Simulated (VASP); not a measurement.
Method: PBEsol GGA, VASP's PBE PAW potentials (set 64) (plane waves; VASP 6.6.1).

VASP ran on this input.

File KPOINTS:
```
Automatic mesh
0
Gamma
  14 14 14
0 0 0
```

### POSCAR
```
Al
1.0
  0.0000000000   2.0057806616   2.0057806616
  2.0057806616   0.0000000000   2.0057806616
  2.0057806616   2.0057806616   0.0000000000
Al
1
Cart
  0.0000000000   0.0000000000   0.0000000000
```

INCAR:
```
SIGMA  =  0.1   # width (eV)
EDIFF  =  1E-7
LWAVE  =  .False.
EDIFFG  =  -0.01
ISMEAR  =  1   # Methfessel-Paxton
ENCUT  =  480
NSW  =  40
PSTRESS  =  300
LREAL  =  .False.   # projection in real space or not
LASPH  =  .True.   # aspherical one-centre terms
NELM  =  100   # most electronic steps
ISIF  =  3   # ions, shape and volume
IBRION  =  2   # conjugate gradients
LCHARG  =  .False.
GGA  =  PS
PREC  =  Accurate
ALGO  =  Normal   # blocked Davidson
SYSTEM  =  Al
```

POTCAR, in this order: Al (PBE.64 set). Program: vasp_std.

Output

OSZICAR:
```
       N       E                     dE             d eps       ncg     rms          rms(c)
DAV:   1    -0.146790732306E+01   -0.14679E+01   -0.84304E+02  1100   0.303E+02
DAV:   2    -0.408677148134E+01   -0.26189E+01   -0.23133E+01  1385   0.317E+01
DAV:   3    -0.411406420857E+01   -0.27293E-01   -0.23007E-01  1330   0.366E+00
DAV:   4    -0.411418491673E+01   -0.12071E-03   -0.12072E-03  1455   0.231E-01
DAV:   5    -0.411418582669E+01   -0.90997E-06   -0.91037E-06  1365   0.151E-02    0.144E+00
DAV:   6    -0.409670234347E+01    0.17483E-01   -0.21616E-03  1240   0.309E-01    0.816E-01
DAV:   7    -0.408490262062E+01    0.11800E-01   -0.59157E-03  1235   0.494E-01    0.172E-01
DAV:   8    -0.408488778445E+01    0.14836E-04   -0.32052E-05  1375   0.587E-02    0.120E-02
DAV:   9    -0.408488701673E+01    0.76772E-06   -0.52048E-07  1295   0.525E-03    0.154E-03
DAV:  10    -0.408488675619E+01    0.26054E-06   -0.46830E-09  1030   0.704E-04    0.140E-03
DAV:  11    -0.408488672646E+01    0.29722E-07   -0.29025E-10   640   0.155E-04
   1 F= -.10629109E+01 E0= -.10630085E+01  d E =-.106291E+01
       N       E                     dE             d eps       ncg     rms          rms(c)
DAV:   1    -0.280268560492E+01    0.12822E+01   -0.10555E+01  1315   0.256E+01    0.350E+00
DAV:   2    -0.275405046142E+01    0.48635E-01   -0.57525E-02  1125   0.235E+00    0.104E+00
DAV:   3    -0.272525097621E+01    0.28799E-01   -0.49528E-03  1260   0.511E-01    0.416E-01
DAV:   4    -0.272165550400E+01    0.35955E-02   -0.11741E-03  1200   0.242E-01    0.298E-01
DAV:   5    -0.272164221393E+01    0.13290E-04   -0.10596E-05  1255   0.375E-02    0.289E-03
DAV:   6    -0.272164214342E+01    0.70505E-07   -0.53663E-08  1110   0.234E-03
   2 F= -.83723606E+00 E0= -.83721216E+00  d E =0.225675E+00
       N       E                     dE             d eps       ncg     rms          rms(c)
DAV:   1    -0.389139528040E+01   -0.11698E+01   -0.21817E+00  1210   0.106E+01    0.156E+00
DAV:   2    -0.387802796008E+01    0.13367E-01   -0.12157E-02  1130   0.989E-01    0.580E-01
DAV:   3    -0.386984959877E+01    0.81784E-02   -0.15446E-03  1325   0.276E-01    0.149E-01
DAV:   4    -0.386931468061E+01    0.53492E-03   -0.15402E-04  1220   0.859E-02    0.124E-01
DAV:   5    -0.386931370470E+01    0.97591E-06   -0.30945E-06  1275   0.171E-02    0.795E-04
DAV:   6    -0.386931373158E+01   -0.26879E-07   -0.83490E-09   800   0.884E-04
   3 F= -.14165530E+01 E0= -.14164684E+01  d E =-.353642E+00
       N       E                     dE             d eps       ncg     rms          rms(c)
DAV:   1    -0.384661282340E+01    0.22701E-01   -0.37436E-03  1290   0.440E-01    0.612E-02
DAV:   2    -0.384659613853E+01    0.16685E-04   -0.20956E-05  1100   0.417E-02    0.205E-02
DAV:   3    -0.384658661948E+01    0.95190E-05   -0.24016E-06  1245   0.101E-02    0.669E-03
DAV:   4    -0.384658623320E+01    0.38628E-06   -0.35585E-07  1285   0.387E-03    0.492E-03
DAV:   5    -0.384658615877E+01    0.74438E-07   -0.35935E-09   575   0.635E-04
   4 F= -.14177235E+01 E0= -.14176477E+01  d E =-.354813E+00
       N       E                     dE             d eps       ncg     rms          rms(c)
DAV:   1    -0.383561466915E+01    0.10972E-01   -0.79733E-04  1285   0.204E-01    0.284E-02
DAV:   2    -0.383561154095E+01    0.31282E-05   -0.44581E-06  1105   0.193E-02    0.951E-03
DAV:   3    -0.383560997280E+01    0.15682E-05   -0.50835E-07  1245   0.469E-03    0.308E-03
DAV:   4    -0.383561005944E+01   -0.86637E-07   -0.69522E-08   740   0.178E-03
   5 F= -.14177404E+01 E0= -.14176691E+01  d E =-.354829E+00
       N       E                     dE             d eps       ncg     rms          rms(c)
DAV:   1    -0.384619367073E+01   -0.10584E-01   -0.73655E-04  1290   0.195E-01    0.275E-02
DAV:   2    -0.384618922684E+01    0.44439E-05   -0.41122E-06  1105   0.184E-02    0.927E-03
DAV:   3    -0.384618614686E+01    0.30800E-05   -0.47337E-07  1255   0.451E-03    0.292E-03
DAV:   4    -0.384618564534E+01    0.50153E-06   -0.63206E-08   715   0.170E-03    0.189E-03
DAV:   5    -0.384618567164E+01   -0.26299E-07   -0.45728E-09   555   0.634E-04
   6 F= -.14177301E+01 E0= -.14176544E+01  d E =0.102920E-04
       N       E                     dE             d eps       ncg     rms          rms(c)
DAV:   1    -0.384054888301E+01    0.56368E-02   -0.21274E-04  1295   0.105E-01    0.147E-02
DAV:   2    -0.384054825441E+01    0.62860E-06   -0.11815E-06  1105   0.990E-03    0.494E-03
DAV:   3    -0.384054805006E+01    0.20435E-06   -0.13542E-07  1145   0.242E-03    0.155E-03
DAV:   4    -0.384054815069E+01   -0.10063E-06   -0.18856E-08   550   0.944E-04    0.978E-04
DAV:   5    -0.384054813784E+01    0.12851E-07   -0.17839E-09   555   0.410E-04
   7 F= -.14177742E+01 E0= -.14177009E+01  d E =-.338250E-04
```

File OUTCAR:
```
------------------------ aborting loop because EDIFF is reached ----------------------------------------
  FORCE on cell =-STRESS in cart. coord.  units (eV):
  Direction    XX          YY          ZZ          XY          YZ          ZX
  --------------------------------------------------------------------------------------
  Total        2.4234019      2.4234019      2.4234019      0.0000000      0.0000000      0.0000000
  in kB      300.0777615    300.0777615    300.0777615      0.0000000      0.0000000      0.0000000
  external PRESSURE =       0.0777615 kB  Pullay stress =     300.0000000 kB
  volume of cell :       12.94
      direct lattice vectors                 reciprocal lattice vectors
    -0.000000000  1.863334139  1.863334139    -0.268336199  0.268336199  0.268336199
     1.863334139  0.000000000  1.863334139     0.268336199 -0.268336199  0.268336199
     1.863334139  1.863334139 -0.000000000     0.268336199  0.268336199 -0.268336199
 POSITION                                       TOTAL-FORCE (eV/Angst)
 -----------------------------------------------------------------------------------
     -0.00000      0.00000      0.00000        -0.000000     -0.000000     -0.000000
 -----------------------------------------------------------------------------------
    total drift:                               -0.000000     -0.000000     -0.000000
  FREE ENERGIE OF THE ION-ELECTRON SYSTEM (eV)
  ---------------------------------------------------
  free  energy   TOTEN  =        -3.8405481378 eV

  energy  without entropy=       -3.8403281455  energy(sigma->0) =       -3.84047481
  enthalpy is  TOTEN    =        -1.4177742128 eV   P V=        2.4227739250

 reached required accuracy - stopping structural energy minimisation
```
(Selected blocks of OUTCAR.)

File CONTCAR:
```
Al
   1.00000000000000
    -0.0000000000000000    1.8633341391596048    1.8633341391596048
     1.8633341391596048    0.0000000000000000    1.8633341391596048
     1.8633341391596048    1.8633341391596048   -0.0000000000000000
  Al
     1
Direct
     0.0000000000000000    0.0000000000000000    0.0000000000000000
```

Energy and stress use the plane-wave basis of the starting cell.

The compound is Al in the fcc structure. This run relaxes it under an external pressure of 30 GPa. Symmetry was kept, so distortions that lower it aren't found.
